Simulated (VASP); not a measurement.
# Al2Au with r2SCAN + rVV10: from relaxation to properties, part 2 of 4

Wanted: the relaxed cell of Al2Au and its properties. The start is a cell from a database of measured crystal structures.

VASP 6.6.1; r2SCAN with rVV10; plane waves and PAW (Al, Au).

So far. Step 2 (First try): The fault in the input: misspelt tag (EDIF = 1e-07). VASP ignores tags that it doesn't know, so the default applied; correct the spelling.

## (3) Full relaxation (r2SCAN + rVV10)

The start need not lie at this functional's minimum. ISIF = 3 frees volume, shape and positions, and EDIFFG sets the threshold on forces and stress at which the search stops.

INCAR reads:

```
SYSTEM = Al2Au
PREC = Accurate
ENCUT = 400
EDIFF = 1E-06
NELM = 100
ISMEAR = 1
SIGMA = 0.2
LREAL = .FALSE.
ALGO = Normal
METAGGA = R2SCAN
LUSE_VDW = .TRUE.
IVDW_NL = 2
BPARAM = 11.95
CPARAM = 0.0093
LASPH = .TRUE.
NBANDS = 14
LORBIT = 11
LWAVE = .FALSE.
LCHARG = .FALSE.
KPAR = 2
IBRION = 2
NSW = 60
ISIF = 3
EDIFFG = -0.01
```

POSCAR reads:

```
Al2Au
1.0
    0.0000000000      3.0000000000      3.0000000000
    3.0000000000      0.0000000000      3.0000000000
    3.0000000000      3.0000000000      0.0000000000
Al Au
2 1
Direct
    0.2500000000      0.2500000000      0.2500000000
    0.7500000000      0.7500000000      0.7500000000
    0.0000000000      0.0000000000      0.0000000000
```

KPOINTS reads:

```
Automatic mesh
0
Gamma
6 6 6
0 0 0
```

The projector-augmented-wave data sets are Al and Au (PBE family, release 64).

Launch:

```console
$ mpirun -np 2 vasp_std
```

Log:

```text
[banner, memory and clock lines left out]
running    2 mpi-ranks, on    1 nodes
 distrk:  each k-point on    1 cores,    2 groups
 distr:  one band on    1 cores,    1 groups

 POSCAR found type information on POSCAR AlAu
 POSCAR found :  2 types and       3 ions
 [... a notice as in an earlier step ...]

 [... a notice as in an earlier step ...]

 LDA part: xc-table for (None), standard interpolation
 POSCAR, INCAR and KPOINTS ok, starting setup
 FFT: planning ... GRIDC
 FFT: planning ... GRID_SOFT
 FFT: planning ... GRID
 WAVECAR not read
 entering main loop
       N       E                     dE             d eps       ncg     rms          rms(c)
Total rVV10 correction in eV:      0.4122812    23.2542185
Total rVV10 correction in eV:      0.4122812    23.2542185
[... 5 cycles as in an earlier step ...]
Total rVV10 correction in eV:      0.3943075    23.2542183
Total rVV10 correction in eV:      0.3943075    23.2542183
[... 1 cycle as in an earlier step ...]
Total rVV10 correction in eV:      0.3969270    23.2542183
Total rVV10 correction in eV:      0.3969270    23.2542183
[... 1 cycle as in an earlier step ...]
Total rVV10 correction in eV:      0.3980636    23.2542183
Total rVV10 correction in eV:      0.3980636    23.2542183
[... 1 cycle as in an earlier step ...]
Total rVV10 correction in eV:      0.3981304    23.2542183
Total rVV10 correction in eV:      0.3981304    23.2542183
[... 1 cycle as in an earlier step ...]
Total rVV10 correction in eV:      0.3982667    23.2542183
Total rVV10 correction in eV:      0.3982667    23.2542183
[... 1 cycle as in an earlier step ...]
Total rVV10 correction in eV:      0.3984185    23.2542183
Total rVV10 correction in eV:      0.3984185    23.2542183
DAV:  11    -0.651449850470E+02    0.67545E-04   -0.15657E-04   508   0.117E-01    0.175E-02
Total rVV10 correction in eV:      0.3984195    23.2542183
Total rVV10 correction in eV:      0.3984195    23.2542183
DAV:  12    -0.651449938017E+02   -0.87547E-05   -0.45977E-06   580   0.173E-02    0.527E-03
Total rVV10 correction in eV:      0.3984316    23.2542183
Total rVV10 correction in eV:      0.3984316    23.2542183
DAV:  13    -0.651449926547E+02    0.11470E-05   -0.43946E-07   320   0.497E-03    0.126E-03
Total rVV10 correction in eV:      0.3984321    23.2542183
Total rVV10 correction in eV:      0.3984321    23.2542183
DAV:  14    -0.651449919082E+02    0.74655E-06   -0.26492E-08   224   0.145E-03
Total rVV10 correction in eV:      0.3984327    23.2542183
Total rVV10 correction in eV:      0.3984327    23.2542183
Total rVV10 correction in eV:      0.3984326    23.2542183
Total rVV10 correction in eV:      0.3984326    23.2542183
   1 F= -.65144992E+02 E0= -.65144263E+02  d E =-.651450E+02
 curvature:   0.00 expect dE= 0.000E+00 dE for cont linesearch  0.000E+00
 trial: gam= 0.00000 g(F)=  0.288E-45 g(S)=  0.762E-03 ort = 0.000E+00 (trialstep = 0.100E+01)
 search vector abs. value=  0.762E-03
 bond charge predicted
       N       E                     dE             d eps       ncg     rms          rms(c)
Total rVV10 correction in eV:      0.3980851    23.2542183
Total rVV10 correction in eV:      0.3980851    23.2542183
DAV:   1    -0.651511298199E+02   -0.61372E-02   -0.83981E-02   508   0.301E+00    0.516E-01
Total rVV10 correction in eV:      0.3971469    23.2542182
Total rVV10 correction in eV:      0.3971469    23.2542182
DAV:   2    -0.651451488836E+02    0.59809E-02   -0.19133E-02   508   0.161E+00    0.162E-01
Total rVV10 correction in eV:      0.3971770    23.2542182
Total rVV10 correction in eV:      0.3971770    23.2542182
DAV:   3    -0.651451036929E+02    0.45191E-04   -0.46791E-04   454   0.173E-01    0.909E-02
Total rVV10 correction in eV:      0.3971730    23.2542182
Total rVV10 correction in eV:      0.3971730    23.2542182
DAV:   4    -0.651450640163E+02    0.39677E-04   -0.77788E-05   466   0.516E-02    0.272E-02
Total rVV10 correction in eV:      0.3971301    23.2542182
Total rVV10 correction in eV:      0.3971301    23.2542182
DAV:   5    -0.651450653247E+02   -0.13084E-05   -0.14618E-05   546   0.421E-02    0.123E-02
Total rVV10 correction in eV:      0.3971224    23.2542182
Total rVV10 correction in eV:      0.3971224    23.2542182
DAV:   6    -0.651450643904E+02    0.93429E-06   -0.21516E-06   320   0.154E-02
Total rVV10 correction in eV:      0.3971137    23.2542182
Total rVV10 correction in eV:      0.3971137    23.2542182
Total rVV10 correction in eV:      0.3971188    23.2542182
Total rVV10 correction in eV:      0.3971188    23.2542182
   2 F= -.65145064E+02 E0= -.65144403E+02  d E =-.724822E-04
 trial-energy change:   -0.000072  1 .order   -0.000017   -0.000762    0.000728
 step:   0.5663(harm=  0.5114)  dis= 0.00000  next Energy=   -65.145218 (dE=-0.226E-03)
 bond charge predicted
       N       E                     dE             d eps       ncg     rms          rms(c)
Total rVV10 correction in eV:      0.3972702    23.2542182
Total rVV10 correction in eV:      0.3972702    23.2542182
DAV:   1    -0.651463942155E+02   -0.13289E-02   -0.15841E-02   508   0.131E+00    0.227E-01
Total rVV10 correction in eV:      0.3976734    23.2542182
Total rVV10 correction in eV:      0.3976734    23.2542182
DAV:   2    -0.651452475195E+02    0.11467E-02   -0.35613E-03   508   0.695E-01    0.722E-02
Total rVV10 correction in eV:      0.3976624    23.2542182
Total rVV10 correction in eV:      0.3976624    23.2542182
DAV:   3    -0.651452318169E+02    0.15703E-04   -0.85802E-05   454   0.730E-02    0.417E-02
Total rVV10 correction in eV:      0.3976641    23.2542182
Total rVV10 correction in eV:      0.3976641    23.2542182
DAV:   4    -0.651452190450E+02    0.12772E-04   -0.14995E-05   466   0.228E-02    0.117E-02
Total rVV10 correction in eV:      0.3976830    23.2542182
Total rVV10 correction in eV:      0.3976830    23.2542182
DAV:   5    -0.651452176186E+02    0.14264E-05   -0.27964E-06   418   0.187E-02    0.521E-03
Total rVV10 correction in eV:      0.3976858    23.2542182
Total rVV10 correction in eV:      0.3976858    23.2542182
DAV:   6    -0.651452180009E+02   -0.38227E-06   -0.37618E-07   242   0.661E-03
Total rVV10 correction in eV:      0.3976896    23.2542182
Total rVV10 correction in eV:      0.3976896    23.2542182
Total rVV10 correction in eV:      0.3976878    23.2542182
Total rVV10 correction in eV:      0.3976878    23.2542182
   3 F= -.65145218E+02 E0= -.65144528E+02  d E =-.226093E-03
 curvature:  -0.25 expect dE=-0.304E-05 dE for cont linesearch -0.304E-05
 trial: gam= 0.00000 g(F)=  0.191E-46 g(S)=  0.120E-04 ort =-0.958E-04 (trialstep = 0.913E+00)
 search vector abs. value=  0.120E-04
 reached required accuracy - stopping structural energy minimisation
```

The job ended after 67 s (2 MPI ranks of Intel Xeon 6975P-C (Granite Rapids), shared host; peak memory 0.5 GiB; 2 min of CPU time).

OUTCAR, selected parts (step 3):

```text
The static configuration has the point symmetry O_h .

 Found     16 irreducible k-points:

   NELECT =      17.0000    total number of electrons

 E-fermi :   7.6419

 k-point     1 :       0.0000    0.0000    0.0000
  band No.  band energies     occupation
    ...
      2       0.7841      2.00000
      3       0.7841      2.00000
      4       0.7841      2.00000
      5       1.7930      2.00000
      6       1.7930      2.00000
      7      10.6637     -0.00000
      8      10.7834     -0.00000
      9      10.7835     -0.00000
     10      10.7835     -0.00000
     11      11.9400      0.00000
    ...

 k-point     2 :       0.1667    0.0000    0.0000
  band No.  band energies     occupation
    ...
      3       0.8746      2.00000
      4       0.8746      2.00000
      5       1.7810      2.00000
      6       1.7810      2.00000
      7       7.4307      2.05998
      8       9.7580     -0.00000
      9       9.7580     -0.00000
     10      10.8956     -0.00000
     11      12.7463      0.00000
     12      12.7463      0.00000
    ...

  Total        0.0158002      0.0158002      0.0158002      0.0000000      0.0000000      0.0000000
  in kB        0.4704045      0.4704045      0.4704045      0.0000000      0.0000000      0.0000000
  external PRESSURE =       0.4704045 kB  Pullay stress =       0.0000000 kB

  energy-cutoff  :      400.00
  volume of cell :       53.81
      direct lattice vectors                 reciprocal lattice vectors
     0.000000000  2.996566112  2.996566112    -0.166857657  0.166857657  0.166857657
     2.996566112  0.000000000  2.996566112     0.166857657 -0.166857657  0.166857657
     2.996566112  2.996566112 -0.000000000     0.166857657  0.166857657 -0.166857657

 POSITION                                       TOTAL-FORCE (eV/Angst)
 -----------------------------------------------------------------------------------
      1.49828      1.49828      1.49828         0.000000     -0.000000      0.000000
      4.49485      4.49485      4.49485        -0.000000      0.000000      0.000000
      0.00000      0.00000     -0.00000        -0.000000     -0.000000     -0.000000
 -----------------------------------------------------------------------------------
    total drift:                               -0.000000     -0.000000      0.000000

  FREE ENERGIE OF THE ION-ELECTRON SYSTEM (eV)
  ---------------------------------------------------
  free  energy   TOTEN  =       -65.1452180009 eV

  energy  without entropy=      -65.1431483526  energy(sigma->0) =      -65.14452812

 total charge
# of ion       s       p       d       tot
------------------------------------------
    1        0.390   0.373   0.000   0.762
    2        0.390   0.373   0.000   0.762
    3        0.758   0.733   8.532  10.024
--------------------------------------------------
tot          1.538   1.479   8.532  11.548

[... 8 parts as in an earlier step ...]

[... 5 further parts left out ...]
```

CONTCAR:

```
Al2Au
   1.00000000000000
     0.0000000000000000    2.9965661123490781    2.9965661123490781
     2.9965661123490781    0.0000000000000000    2.9965661123490781
     2.9965661123490781    2.9965661123490781   -0.0000000000000000
  Al              Au
     2     1
Direct
     0.2500000000000000    0.2500000000000000    0.2500000000000000
     0.7500000000000000    0.7500000000000000    0.7500000000000000
     0.0000000000000000    0.0000000000000000    0.0000000000000000
```

This run has no spin polarisation. Its electron count is odd, so without a moment it is a metal by construction. The k-mesh is coarse for a metal. The PAW data sets were made with PBE, which is usual practice but a small mismatch for other functionals. The run keeps the 48 symmetry operations of its start, so it cannot find a distortion of lower symmetry.

Step by step:

```csv
step,energy less that of the first step (eV),largest force (eV/Å),pressure (GPa),volume (Å³)
1,0.0000,0.0000,-0.37,54.00
2,-0.0001,0.0000,0.36,53.67
3,-0.0002,0.0000,0.05,53.81
```

```csv
"conventional cell, symmetrised",before,after,change
a (Å),6.000,5.993,-0.1 %
b (Å),6.000,5.993,-0.1 %
c (Å),6.000,5.993,-0.1 %
volume (Å³/atom),18.00,17.94,-0.3 %
```

Final coordinates:

```xyz
3
Lattice="0.0000 2.9966 2.9966 2.9966 0.0000 2.9966 2.9966 2.9966 0.0000" Properties=species:S:1:pos:R:3 pbc="T T T"
Al    1.4983    1.4983    1.4983
Al    4.4948    4.4948    4.4948
Au    0.0000    0.0000    0.0000
```

Numbers from this step:

```
electrons                              : 17
bands                                  : 14
irreducible k-points                   : 16
symmetry operations                    : 48
free energy (TOTEN)                    : -65.1452 eV
energy at zero smearing                : -65.1445 eV
Fermi energy                           : 7.642 eV
pressure                               : 0.04704 GPa
metallic, judged on the points sampled : yes
SCF cycles over all ionic steps        : 26
```

It ends with forces that vanish by symmetry and a pressure of 0.05 GPa. The volume lies -0.3 % from that of the database's start, part of which can be the thermal and zero-point expansion of its experiment.

(Part 2 of 4 ends here.)

[Lines on the potential files, build, host, timing and source positions are cut from VASP's logs without a mark.]

[Logs are printed without paths, hosts, clocks, repeated set-up lines and the standing remarks that a program may print on its own settings, such as how far it seeks lower states.]

[Hosts, paths, dates, database ids (printed as entryN), source tags and the programs' standing remarks are cut or masked in the printed files.]

[A measured line is paired with the nearest computed mode of its activity, which favours agreement.]

[In band tables of VASP the shares of atoms and orbitals are scaled to a sum of 1 inside the atoms' spheres.]
